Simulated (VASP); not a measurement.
Method: PBEsol GGA, VASP's PBE PAW potentials (set 64) (plane waves; VASP).

A VASP calculation is set up with these files.

File POSCAR:
```
SrCl2
1
    0.0000000000     3.4577361220     3.4577361220
    3.4577361220     0.0000000000     3.4577361220
    3.4577361220     3.4577361220     0.0000000000
Sr Cl
1 2
Direct
  0.0000000000   0.0000000000   0.0000000000
  0.2500000000   0.2500000000   0.2500000000
  0.7500000000   0.7500000000   0.7500000000
```

**INCAR**
```
! general
SYSTEM =SrCl2
PREC   =Accurate
ENCUT  =400
LREAL  =.FALSE.
LASPH  =.TRUE.

! electronic loop
EDIFF  =1E-6
NELM   =100
ALGO   =Normal
LMAXMIX=4

! smearing
ISMEAR =0
SIGMA  =0.05

! functional
GGA    =PS

! ions
IBRION =2
NSW    =60
ISIF   =3
EDIFFG =-0.01

! output
LWAVE  =.FALSE.
LCHARG =.FALSE.
```

### KPOINTS
```
Regular mesh
0
G
6 6 6
0 0 0
```

POTCAR, in this order: Sr_sv Cl (PBE.64 set). Program: vasp_std.

The resulting files:

**OUTCAR**
```
 ion  position               nearest neighbor table
   1  0.000  0.000  0.000-   3 2.99   3 2.99   3 2.99   2 2.99   3 2.99   2 2.99   2 2.99   2 2.99
  LATTYP: Found a face centered cubic cell.
 ALAT       =     6.9154722440
 Subroutine PRICEL returns:
 Original cell was already a primitive cell.
 Subroutine GETGRP returns: Found 48 space group operations
The static configuration has the point symmetry O_h .
The dynamic configuration has the point symmetry O_h .
 Subroutine INISYM returns: Found 48 space group operations
 Subroutine IBZKPT returns following result:
 Found     16 irreducible k-points:

 Following reciprocal coordinates:
            Coordinates               Weight
  0.000000  0.000000  0.000000      1.000000
  0.166667  0.000000  0.000000      8.000000
  0.333333  0.000000  0.000000      8.000000
  0.500000  0.000000  0.000000      4.000000
  0.166667  0.166667  0.000000      6.000000
  0.333333  0.166667  0.000000     24.000000
  0.500000  0.166667  0.000000     24.000000
 -0.333333  0.166667  0.000000     24.000000
 -0.166667  0.166667  0.000000     12.000000
  0.333333  0.333333  0.000000      6.000000
  0.500000  0.333333  0.000000     24.000000
 -0.333333  0.333333  0.000000     12.000000
  0.500000  0.500000  0.000000      3.000000
  0.500000  0.333333  0.166667     24.000000
 -0.333333  0.333333  0.166667     24.000000
 -0.333333  0.500000  0.166667     12.000000
   k-points           NKPTS =     16   k-points in BZ     NKDIM =     16   number of bands    NBANDS=     16
   number of dos      NEDOS =    301   number of ions     NIONS =      3
   total plane-waves  NPLWV =  32768
   dimension x,y,z NGX =    32 NGY =   32 NGZ =   32
   dimension x,y,z NGXF=    64 NGYF=   64 NGZF=   64
   ions per type =               1   2
   PREC   = accura    normal or accurate (medium, high low for compatibility)
   ISTART =      0    job   : 0-new  1-cont  2-samecut
   ICHARG =      2    charge: 1-file 2-atom 10-const
   ISPIN  =      1    spin polarized calculation?
   LNONCOLLINEAR =      F non collinear calculations
   LSORBIT =      F    spin-orbit coupling
   INIWAV =      1    electr: 0-lowe 1-rand  2-diag
   ENCUT  =  400.0 eV  29.40 Ry    5.42 a.u.   7.97  7.97  7.97*2*pi/ulx,y,z
   NELM   =    100;   NELMIN=  2; NELMDL= -5     # of ELM steps
   EDIFF  = 0.1E-05   stopping-criterion for ELM
   LREAL  =      F    real-space projection
   NLSPLINE    = F    spline interpolate recip. space projectors
   LMAXMIX     =    4 max onsite mixed and CHGCAR
   VOSKOWN=      0    Vosko Wilk Nusair interpolation
   EDIFFG = -.1E-01   stopping-criterion for IOM
   NSW    =     60    number of steps for IOM
   NBLOCK =      1;   KBLOCK =     60    inner block; outer block
   IBRION =      2    ionic relax: 0-MD 1-quasi-New 2-CG
   NFREE  =      1    steps in history (QN), initial steepest desc. (CG)
   ISIF   =      3    stress and relaxation
   ISYM   =      2    0-nonsym 1-usesym 2-fastsym
   TEIN   =    0.0    initial temperature
   TEBEG  =    0.0;   TEEND  =   0.0 temperature during run
   SMASS  =  -3.00    Nose mass-parameter (am)
   PSTRESS=    0.0 pullay stress
   NELECT =      24.0000    total number of electrons
   EFERMI =   0.00;   METHOD = LEGACY
   ISMEAR =     0;   SIGMA  =   0.05  broadening in eV -4-tet -1-fermi 0-gaus
   IALGO  =     38    algorithm
   LDIAG  =      T    sub-space diagonalisation (order eigenvalues)
   IMIX   =      4    mixing-type and parameters
     AMIX     =   0.40;   BMIX     =  1.00
     AMIX_MAG =   1.60;   BMIX_MAG =  1.00
     AMIN     =   0.10
   GGA     = PS    functional components
   VOSKOWN =     0    Vosko Wilk Nusair interpolation
   LHFCALC =     F    Hartree Fock is set to
   LHFONE  =     F    Hartree Fock one center treatment
...
```

File OSZICAR:
```
       N       E                     dE             d eps       ncg     rms          rms(c)
DAV:   1     0.132483764686E+03    0.13248E+03   -0.10227E+04   512   0.110E+03
DAV:   2    -0.564794865711E+01   -0.13813E+03   -0.13534E+03   672   0.228E+02
DAV:   3    -0.133137772905E+02   -0.76658E+01   -0.76588E+01   672   0.590E+01
DAV:   4    -0.135593248724E+02   -0.24555E+00   -0.24549E+00   896   0.919E+00
DAV:   5    -0.135618861435E+02   -0.25613E-02   -0.25612E-02   704   0.829E-01    0.149E+01
DAV:   6    -0.133349266588E+02    0.22696E+00   -0.57426E-01   648   0.439E+00    0.941E+00
DAV:   7    -0.133389020722E+02   -0.39754E-02   -0.35887E-01   760   0.382E+00    0.146E+00
DAV:   8    -0.133392022975E+02   -0.30023E-03   -0.54716E-02   624   0.135E+00    0.275E-01
DAV:   9    -0.133408981618E+02   -0.16959E-02   -0.19824E-03   704   0.287E-01    0.103E-01
DAV:  10    -0.133420629048E+02   -0.11647E-02   -0.10764E-03   608   0.186E-01    0.332E-02
DAV:  11    -0.133421738257E+02   -0.11092E-03   -0.13149E-04   728   0.591E-02    0.318E-02
DAV:  12    -0.133421879036E+02   -0.14078E-04   -0.23234E-05   640   0.250E-02    0.513E-03
DAV:  13    -0.133421901404E+02   -0.22367E-05   -0.35364E-06   672   0.103E-02    0.339E-03
DAV:  14    -0.133421903843E+02   -0.24393E-06   -0.65301E-07   528   0.455E-03
   1 F= -.13342190E+02 E0= -.13342190E+02  d E =-.133422E+02
```

OUTCAR:
```
------------------------ aborting loop because EDIFF is reached ----------------------------------------
  FORCE on cell =-STRESS in cart. coord.  units (eV):
  Direction    XX          YY          ZZ          XY          YZ          ZX
  --------------------------------------------------------------------------------------
  Total        0.0025270      0.0025270      0.0025270      0.0000000     -0.0000000     -0.0000000
  in kB        0.0489682      0.0489682      0.0489682      0.0000000     -0.0000000     -0.0000000
  external PRESSURE =       0.0489682 kB  Pullay stress =       0.0000000 kB
  volume of cell :       82.68
      direct lattice vectors                 reciprocal lattice vectors
     0.000000000  3.457736122  3.457736122    -0.144603284  0.144603284  0.144603284
     3.457736122  0.000000000  3.457736122     0.144603284 -0.144603284  0.144603284
     3.457736122  3.457736122  0.000000000     0.144603284  0.144603284 -0.144603284
 POSITION                                       TOTAL-FORCE (eV/Angst)
 -----------------------------------------------------------------------------------
      0.00000      0.00000      0.00000        -0.000000     -0.000000     -0.000000
      1.72887      1.72887      1.72887        -0.000000      0.000000      0.000000
      5.18660      5.18660      5.18660         0.000000      0.000000     -0.000000
 -----------------------------------------------------------------------------------
    total drift:                                0.000000     -0.000000      0.000000
  FREE ENERGIE OF THE ION-ELECTRON SYSTEM (eV)
  ---------------------------------------------------
  free  energy   TOTEN  =       -13.3421903843 eV

  energy  without entropy=      -13.3421903843  energy(sigma->0) =      -13.34219038

 reached required accuracy - stopping structural energy minimisation
```
(Selected blocks of OUTCAR.)

The compound is SrCl2 in the fluorite structure. It was relaxed first. The start is the result of an earlier pass.
